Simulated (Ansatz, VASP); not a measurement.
One calculation of HfW, two programs

```xyz
4
Lattice="0.0000 3.3296 3.3296 3.3296 0.0000 3.3296 3.3296 3.3296 0.0000" Properties=species:S:1:pos:R:3 pbc="T T T"
Hf    3.3296    3.3296    3.3296
Hf    4.9944    4.9944    4.9944
W     0.0000    0.0000    0.0000
W     1.6648    1.6648    1.6648
```

Alike in both runs: functional PBE; k mesh 4 × 4 × 4; occupations gaussian, width 0.1 eV; no spin polarisation.

Ansatz relaxed the structure, and its values are those at the end. VASP's run is a single point on that final structure, the one shown.

|  | VASP | Ansatz |
| --- | --- | --- |
| version | VASP 6.6.1 | Ansatz 0.2.0 |
| potentials or method | VASP PAW PBE potentials, release 64 (Hf_pv, W_sv) | scalar-relativistic, plane waves, PAW |
| plane-wave cutoff (eV) | 520 | 420 |
| valence electrons in the cell | 48 | 80 |

VASP gave:

```
gap on the k mesh at the Fermi level (eV) : none
pressure (GPa)                            : -0.4
```

**Question.** Which values does Ansatz return?

**Answer.** gap on the k mesh at the Fermi level (eV): none; pressure (GPa): 0.0.

A gap of «none» marks a metal or a gap that the smearing closes. With one functional, cell and mesh, what is left measures potentials, basis and numerics. The two sets of potentials don't hold the same shells in valence.

Caveats: the k mesh is coarse (spacing up to 0.41 Å⁻¹), so the values aren't converged. Spin-orbit coupling is left out, which matters for the levels of Hf, W.
